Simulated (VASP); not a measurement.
Sb:

```
Sb
1.0
     2.15420    1.24373    3.75800
    -2.15420    1.24373    3.75800
     0.00000   -2.48746    3.75800
Sb
2
Direct
  0.23349 0.23349 0.23349
  0.76651 0.76651 0.76651
```

```yaml
Program: VASP 6.6.1
Task: relaxation of cell and atoms
Functional: PBE
Dispersion: D3(BJ)
Potentials_or_basis: VASP PAW PBE potentials, release 64 (Sb)
Cutoff: 350 eV
k_mesh: 9 × 9 × 9
Occupations: gaussian, width 0.02 eV
Spin: no spin polarisation
```

At the start: pressure 0.2 GPa; volume 30.21 Å³/atom.

Where does the relaxation end?

Over 17 steps the energy falls by 3.8 meV/atom and the volume is 29.85 Å³/atom (-1.2 %); space group R-3m (No. 166, to 0.05 Å).

The path:
```
step  energy change (eV)  largest force (eV/Å)  pressure (GPa)  volume (Å³)
   1              0.0000                0.2150            0.24        60.41
   2             -0.0034                0.0785           -0.46        60.80
   3             -0.0035                0.0471           -0.62        60.90
   4             -0.0063                0.0212           -0.33        60.34
   5             -0.0074                0.0040            0.00        59.74
   6             -0.0074                0.0069            0.05        59.67
   7             -0.0075                0.0091            0.00        59.70
   8             -0.0075                0.0127           -0.08        59.75
   9             -0.0075                0.0111           -0.03        59.72
  10             -0.0075                0.0012            0.03        59.67
  11             -0.0075                0.0030            0.02        59.68
  12             -0.0075                0.0036            0.01        59.68
  13             -0.0075                0.0041            0.01        59.69
  14             -0.0075                0.0038            0.01        59.69
  15             -0.0075                0.0027            0.00        59.70
  16             -0.0075                0.0014           -0.01        59.71
  17             -0.0075                0.0011            0.00        59.71
```

Final structure:
```cif
data_structure
_symmetry_space_group_name_H-M 'P 1'
_symmetry_Int_Tables_number 1
_cell_length_a 4.4508
_cell_length_b 4.4508
_cell_length_c 4.4508
_cell_angle_alpha 58.154
_cell_angle_beta 58.154
_cell_angle_gamma 58.154
_cell_volume 59.71
loop_
_atom_site_label
_atom_site_type_symbol
_atom_site_fract_x
_atom_site_fract_y
_atom_site_fract_z
_atom_site_occupancy
Sb1 Sb 0.23613 0.23613 0.23613 1
Sb2 Sb 0.76387 0.76387 0.76387 1
```
